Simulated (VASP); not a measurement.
## In2Bi with LDA: from relaxation to properties

How well does LDA reproduce what experiment finds for In2Bi? The cell is relaxed first, and properties follow on it. The steps: full relaxation (LDA), second relaxation, single point with fields (LDA), bands along the symmetry lines (LDA), density of states (LDA), independent-particle dielectric function (LDA), field gradients at the nuclei (LDA) and band structure (LDA), changed input. The start is a cell from a database of measured crystal structures.

Program: VASP 6.6.1. Level of theory: LDA; plane waves and PAW (In_d, Bi_d). Results are calculated unless marked as measured.

**What experiment says.**

For In2Bi, hexagonal (spherical stoichiometric single crystal, 0.3 mm diameter, 150 K), “Magnetization signature of topological surface states in a non-symmorphic superconductor” (2021, arxiv:2105.11850) gives, by single-crystal X-ray diffraction, Mo K-alpha: lattice constant a (a of primitive hexagonal cell) 5.4728 ± 0.0008 Å [measured at 150 K; strong X-ray absorption in a crystal too large for full data collection]; lattice constant c (c of primitive hexagonal cell) 6.5333 ± 0.0012 Å [measured at 150 K; strong X-ray absorption in a crystal too large for full data collection].

**1. Set-up**

Before any relaxation, the start is as follows. The structure is hexagonal, space group P6_3/mmc (No. 194). Conventional cell: a = 5.476 Å, b = 5.476 Å, c = 6.540 Å, α = 90.00°, β = 90.00°, γ = 120.00°. Nearest to In lie 8 In at 3.27 to 3.56 Å and 6 Bi at 3.56 Å. Nearest to In lie 5 Bi at 3.16 to 3.27 Å and 6 In at 3.56 Å. Nearest to Bi lie 11 In at 3.16 to 3.56 Å. Farther neighbours are not listed.

**2. Full relaxation (LDA)**

The start need not lie at this functional's minimum. ISIF = 3 frees volume, shape and positions, and EDIFFG sets the threshold on forces and stress at which the search stops. LDA, the lowest rung, knows the local density alone.

Contents of INCAR:

```
SYSTEM = In2Bi
PREC = Accurate
ENCUT = 400
EDIFF = 1E-06
NELM = 100
ISMEAR = 1
SIGMA = 0.2
LREAL = .FALSE.
ALGO = Normal
GGA = CA
NBANDS = 50
LORBIT = 11
LWAVE = .FALSE.
LCHARG = .FALSE.
KPAR = 4
IBRION = 2
NSW = 60
ISIF = 3
EDIFFG = -0.01
```

Contents of POSCAR:

```
In2Bi
1.0
    5.4760000000      0.0000000000      0.0000000000
   -2.7380000000      4.7423551111      0.0000000000
    0.0000000000      0.0000000000      6.5400000000
In Bi
4 2
Direct
    0.0000000000      0.0000000000      0.0000000000
    0.0000000000      0.0000000000      0.5000000000
    0.3333333333      0.6666666667      0.7500000000
    0.6666666667      0.3333333333      0.2500000000
    0.3333333333      0.6666666667      0.2500000000
    0.6666666667      0.3333333333      0.7500000000
```

Contents of KPOINTS:

```
Automatic mesh
0
Gamma
5 5 4
0 0 0
```

Potentials, in the order of the species: In_d and Bi_d (LDA family, release 64).

Command:

```bash
$ mpirun -np 4 vasp_std
```

Output:

```text
[banner, memory and clock lines left out]
running    4 mpi-ranks, on    1 nodes
 distrk:  each k-point on    1 cores,    4 groups
 distr:  one band on    1 cores,    1 groups

 POSCAR found type information on POSCAR InBi
 POSCAR found :  2 types and       6 ions
 LDA part: xc-table for (Slater(with rela. corr.)+CA(PZ))
 , standard interpolation
 POSCAR, INCAR and KPOINTS ok, starting setup
 FFT: planning ... GRIDC
 FFT: planning ... GRID_SOFT
 FFT: planning ... GRID
 WAVECAR not read
 entering main loop
       N       E                     dE             d eps       ncg     rms          rms(c)
DAV:   1     0.871991009174E+03    0.87199E+03   -0.34651E+04  1500   0.188E+03
DAV:   2     0.921168176850E+02   -0.77987E+03   -0.76649E+03  1500   0.518E+02
DAV:   3    -0.158388870238E+02   -0.10796E+03   -0.10567E+03  1644   0.220E+02
DAV:   4    -0.217166875101E+02   -0.58778E+01   -0.58096E+01  1782   0.548E+01
DAV:   5    -0.220307148580E+02   -0.31403E+00   -0.31390E+00  2392   0.106E+01    0.448E+00
DAV:   6    -0.218931041052E+02    0.13761E+00   -0.26950E-01  1950   0.536E+00    0.229E+00
DAV:   7    -0.218668404668E+02    0.26264E-01   -0.11532E-01  1952   0.285E+00    0.446E-01
DAV:   8    -0.218645262427E+02    0.23142E-02   -0.12979E-02  1986   0.125E+00    0.179E-01
DAV:   9    -0.218642904322E+02    0.23581E-03   -0.16933E-03  1910   0.473E-01    0.671E-02
DAV:  10    -0.218642808736E+02    0.95586E-05   -0.28329E-04  2134   0.174E-01    0.517E-02
DAV:  11    -0.218642818601E+02   -0.98647E-06   -0.30488E-05  1742   0.384E-02    0.407E-02
DAV:  12    -0.218642779332E+02    0.39269E-05   -0.19474E-05  1892   0.538E-02    0.155E-02
DAV:  13    -0.218642784186E+02   -0.48547E-06   -0.40284E-06  1350   0.137E-02
   1 F= -.21864278E+02 E0= -.21865607E+02  d E =-.218643E+02
 curvature:   0.00 expect dE= 0.000E+00 dE for cont linesearch  0.000E+00
 trial: gam= 0.00000 g(F)=  0.612E-46 g(S)=  0.254E+00 ort = 0.000E+00 (trialstep = 0.100E+01)
 search vector abs. value=  0.254E+00
 bond charge predicted
       N       E                     dE             d eps       ncg     rms          rms(c)
DAV:   1    -0.261564743386E+02   -0.42922E+01   -0.11246E+02  1878   0.103E+02    0.127E+01
DAV:   2    -0.226453635354E+02    0.35111E+01   -0.10368E+01  1830   0.374E+01    0.449E+00
DAV:   3    -0.220340903519E+02    0.61127E+00   -0.16780E+00  2026   0.134E+01    0.229E+00
DAV:   4    -0.219950711617E+02    0.39019E-01   -0.14276E-01  1790   0.260E+00    0.661E-01
DAV:   5    -0.219948004758E+02    0.27069E-03   -0.25929E-02  2046   0.133E+00    0.314E-01
DAV:   6    -0.219952270987E+02   -0.42662E-03   -0.31585E-03  1678   0.595E-01    0.138E-01
DAV:   7    -0.219952511664E+02   -0.24068E-04   -0.39497E-04  2374   0.238E-01    0.474E-02
DAV:   8    -0.219952520880E+02   -0.92165E-06   -0.61810E-05  1852   0.782E-02    0.157E-02
DAV:   9    -0.219952516673E+02    0.42074E-06   -0.49535E-06  1526   0.232E-02
   2 F= -.21995252E+02 E0= -.21996523E+02  d E =-.130973E+00
[...]
3 F= -.21995612E+02 E0= -.21996963E+02  d E =-.131333E+00
[...]
4 F= -.22002858E+02 E0= -.22003971E+02  d E =-.724670E-02
[...]
5 F= -.22002886E+02 E0= -.22003990E+02  d E =-.727427E-02
[...]
6 F= -.22002816E+02 E0= -.22003904E+02  d E =-.720404E-02
[...]
7 F= -.22002886E+02 E0= -.22003986E+02  d E =-.727394E-02
 curvature:  -0.02 expect dE=-0.244E-05 dE for cont linesearch -0.392E-07
 ZBRENT: accuracy reached
 trial: gam= 0.00047 g(F)=  0.252E-46 g(S)=  0.133E-03 ort =-0.177E-03 (trialstep = 0.101E+01)
 search vector abs. value=  0.133E-03
 bond charge predicted
       N       E                     dE             d eps       ncg     rms          rms(c)
DAV:   1    -0.220052840534E+02   -0.23985E-02   -0.67393E-02  1906   0.283E+00    0.284E-01
DAV:   2    -0.220033142504E+02    0.19698E-02   -0.50301E-03  1844   0.834E-01    0.108E-01
DAV:   3    -0.220029489833E+02    0.36527E-03   -0.12502E-03  2064   0.381E-01    0.493E-02
DAV:   4    -0.220029384428E+02    0.10540E-04   -0.73580E-05  1710   0.665E-02    0.182E-02
DAV:   5    -0.220029351775E+02    0.32653E-05   -0.12996E-05  2048   0.317E-02    0.641E-03
DAV:   6    -0.220029354062E+02   -0.22874E-06   -0.21501E-06   910   0.139E-02
   8 F= -.22002935E+02 E0= -.22004071E+02  d E =-.498249E-04
 trial-energy change:   -0.000050  1 .order   -0.000054   -0.000134    0.000025
 step:   0.8222(harm=  0.8472)  dis= 0.00000  next Energy=   -22.002938 (dE=-0.522E-04)
 reached required accuracy - stopping structural energy minimisation
```

It took 57 s on 4 MPI ranks of AMD EPYC 9R45, shared host; peak memory 0.88 GiB; 3.4 min of CPU time.

The logs omit lines about the potential files and the build; timing stands in the text.

OUTCAR, selected parts (step 2):

```text
ion  position               nearest neighbor table
   1  0.000  0.000  0.000-   2 3.27   2 3.27   4 3.56   5 3.56   6 3.56   3 3.56   3 3.56   5 3.56
                             4 3.56   6 3.56   4 3.56   6 3.56   3 3.56   5 3.56
   2  0.000  0.000  0.500-   1 3.27   1 3.27   4 3.56   5 3.56   6 3.56   3 3.56   3 3.56   5 3.56
                             4 3.56   6 3.56   4 3.56   6 3.56   3 3.56   5 3.56
   3  0.333  0.667  0.750-   6 3.16   6 3.16   6 3.16   5 3.27   5 3.27   1 3.56   2 3.56   2 3.56
                             1 3.56   2 3.56   1 3.56
   4  0.667  0.333  0.250-   5 3.16   5 3.16   5 3.16   6 3.27   6 3.27   1 3.56   2 3.56   1 3.56
                             2 3.56   1 3.56   2 3.56
   5  0.333  0.667  0.250-   4 3.16   4 3.16   4 3.16   3 3.27   3 3.27   1 3.56   2 3.56   2 3.56
                             1 3.56   2 3.56   1 3.56
   6  0.667  0.333  0.750-   3 3.16   3 3.16   3 3.16   4 3.27   4 3.27   1 3.56   2 3.56   1 3.56
                             2 3.56   1 3.56   2 3.56

  LATTYP: Found a hexagonal cell.
 ALAT       =     5.4760000000
 C/A-ratio  =     1.1943024105

 Subroutine GETGRP returns: Found 24 space group operations
 (whereof 12 operations were pure point group operations)

The static configuration has the point symmetry D_3d.
 The point group associated with its full space group is D_6h.

 Found     15 irreducible k-points:

   k-points           NKPTS =     15   k-points in BZ     NKDIM =     15   number of bands    NBANDS=     50

   dimension x,y,z NGX =    36 NGY =   36 NGZ =   48
   dimension x,y,z NGXF=    72 NGYF=   72 NGZF=   96

   ENCUT  =  400.0 eV  29.40 Ry    5.42 a.u.   8.93  8.93 10.67*2*pi/ulx,y,z

   NELECT =      82.0000    total number of electrons

 k-points in reciprocal lattice and weights: Automatic mesh
   0.00000000  0.00000000  0.00000000       0.010
   0.20000000  0.00000000  0.00000000       0.060
   0.40000000  0.00000000  0.00000000       0.060
   0.20000000  0.20000000  0.00000000       0.060
   0.40000000  0.20000000  0.00000000       0.060
   0.00000000  0.00000000  0.25000000       0.020
   0.20000000  0.00000000  0.25000000       0.120
   0.40000000  0.00000000  0.25000000       0.120
   0.20000000  0.20000000  0.25000000       0.120
[...]
0.20000000  0.20000000  0.50000000       0.060
   0.40000000  0.20000000  0.50000000       0.060

 average (electrostatic) potential at core
       1 -93.0217       2 -93.0217       3 -92.9849       4 -92.9849       5-103.1209
       6-103.1209

 E-fermi :   7.7477

 k-point     1 :       0.0000    0.0000    0.0000
  band No.  band energies     occupation
    ...
     39       5.9488      2.00000
     40       5.9813      2.00000
     41       7.3414      2.01441
     42       7.4691      2.06403
     43       7.4691      2.06403
     44       7.9209     -0.01001
     45       8.1708     -0.01082
     46       9.7998     -0.00000
     47       9.7998     -0.00000
     48      10.3611     -0.00000
    ...

 k-point     2 :       0.2000    0.0000    0.0000
  band No.  band energies     occupation
    ...
     38       6.0317      2.00000
     39       6.4364      2.00000
     40       6.4861      2.00000
     41       7.0429      2.00001
     42       7.0687      2.00002
     43       8.0462     -0.05599
     44       8.1350     -0.01952
     45       9.4916     -0.00000
     46       9.4929     -0.00000
     47      10.9074     -0.00000
    ...

 k-point     3 :       0.4000    0.0000    0.0000
  band No.  band energies     occupation
    ...
     37       3.6621      2.00000
     38       4.6531      2.00000
     39       5.9812      2.00000
     40       6.1527      2.00000
     41       6.6378      2.00000
     42       8.5394     -0.00000
     43       9.1383     -0.00000
     44      10.3325     -0.00000
     45      10.5407     -0.00000
     46      11.6083     -0.00000
    ...

  Total       -0.0169220     -0.0169220     -0.0161842      0.0000000      0.0000000      0.0000000
  in kB       -0.1673110     -0.1673110     -0.1600167      0.0000000      0.0000000      0.0000000
  external PRESSURE =      -0.1648795 kB  Pullay stress =       0.0000000 kB

  energy-cutoff  :      400.00
  volume of cell :      162.05
      direct lattice vectors                 reciprocal lattice vectors
     5.307629764 -0.000000000 -0.000000000     0.188408017  0.108777419  0.000000000
    -2.653814882  4.596542209  0.000000000     0.000000000  0.217554839  0.000000000
     0.000000000 -0.000000000  6.642100958     0.000000000  0.000000000  0.150554773

 POSITION                                       TOTAL-FORCE (eV/Angst)
 -----------------------------------------------------------------------------------
      2.65381      4.59654     -0.00000         0.000000      0.000000     -0.000000
      2.65381      4.59654      3.32105         0.000000      0.000000     -0.000000
     -0.00000      3.06436      4.98158        -0.000000      0.000000     -0.000000
      2.65381      1.53218      1.66053         0.000000     -0.000000     -0.000000
     -0.00000      3.06436      1.66053        -0.000000      0.000000      0.000000
      2.65381      1.53218      4.98158         0.000000     -0.000000      0.000000
 -----------------------------------------------------------------------------------
    total drift:                               -0.000000     -0.000000     -0.000000

  FREE ENERGIE OF THE ION-ELECTRON SYSTEM (eV)
  ---------------------------------------------------
  free  energy   TOTEN  =       -22.0029354062 eV

  energy  without entropy=      -22.0063421306  energy(sigma->0) =      -22.00407098

 reached required accuracy - stopping structural energy minimisation

 total charge
# of ion       s       p       d       tot
------------------------------------------
    1        1.069   0.415   9.849  11.333
    2        1.069   0.415   9.849  11.333
    3        1.006   0.535   9.855  11.396
    4        1.006   0.535   9.855  11.396
    5        1.525   1.406   9.917  12.848
    6        1.525   1.406   9.917  12.848
--------------------------------------------------
tot          7.199   4.713  59.240  71.152

[... 3 further parts left out ...]
```

The k-mesh is coarse for a metal. The run keeps the 24 symmetry operations of its start, so it cannot find a distortion of lower symmetry.

Relaxation path:

```tsv
step	energy less that of the first step (eV)	largest force (eV/Å)	pressure (GPa)	volume (Å³)
1	0.0000	0.0000	-2.33	169.84
2	-0.1310	0.0000	0.68	159.86
3	-0.1313	0.0000	0.49	160.32
4	-0.1386	0.0000	0.08	161.70
5	-0.1386	0.0000	0.08	161.78
6	-0.1385	0.0000	0.02	161.94
7	-0.1386	0.0000	0.06	161.81
8	-0.1387	0.0000	-0.02	162.05
```

```tsv
conventional cell, symmetrised	before	after	change
a (Å)	5.476	5.308	-3.1 %
b (Å)	5.476	5.308	-3.1 %
c (Å)	6.540	6.642	+1.6 %
volume (Å³/atom)	28.31	27.01	-4.6 %
```

Final coordinates:

```xyz
6
Lattice="5.3076 0.0000 0.0000 -2.6538 4.5965 0.0000 0.0000 0.0000 6.6421" Properties=species:S:1:pos:R:3 pbc="T T T"
In    0.0000    0.0000    0.0000
In    0.0000    0.0000    3.3211
In    0.0000    3.0644    4.9816
In    2.6538    1.5322    1.6605
Bi    0.0000    3.0644    1.6605
Bi    2.6538    1.5322    4.9816
```

This step gave:

| Property | Result |
| --- | --- |
| electrons | 82 |
| bands | 50 |
| irreducible k-points | 15 |
| symmetry operations | 24 |
| free energy (TOTEN) | -22.00 eV |
| energy at zero smearing | -22.00 eV |
| Fermi energy | 7.748 eV |
| pressure | -0.01649 GPa |
| metallic | yes |
| SCF cycles over all ionic steps | 60 |

It ends with forces that vanish by symmetry and a pressure of -0.02 GPa. The volume lies -4.6 % from that of the database's start, which holds the thermal and zero-point expansion of its experiment. LDA is known to overbind.

(Continued in part 2 of 5.)

[Lines on the potential files, build, host, timing and source positions are cut from VASP's logs without a mark.]

[Logs are printed without paths, hosts, clocks, repeated set-up lines and the standing remarks that a program may print on its own settings, such as how far it seeks lower states.]

[Hosts, paths, dates, database ids (printed as entryN), source tags and the programs' standing remarks are cut or masked in the printed files.]

[A measured line is paired with the nearest computed mode of its activity, which favours agreement.]
